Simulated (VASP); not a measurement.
Data:

```
CELL_PARAMETERS angstrom
      0.00000     2.98084     2.98084
      2.98084     0.00000     2.98084
      2.98084     2.98084     0.00000
ATOMIC_POSITIONS crystal
  In 0.00000 0.00000 0.00000
  P  0.25000 0.25000 0.25000
```

Level of theory: r2SCAN meta-GGA, VASP's PBE PAW potentials (set 64) (plane waves; VASP). Numerical set-up: 520 eV cut-off, 8×8×8 Γ-centred mesh, Gaussian smearing of 0.050 eV, potentials In_d P.

Give the stress tensor in GPa (positive for a compressed cell).

```
-1.85   0.00   0.00
 0.00  -1.85   0.00
 0.00   0.00  -1.85
```
The pressure is its mean diagonal, -1.85 GPa.

The compound is InP in the zinc blende structure. This cell is one point of a volume scan, at 1.03 of the reference volume.
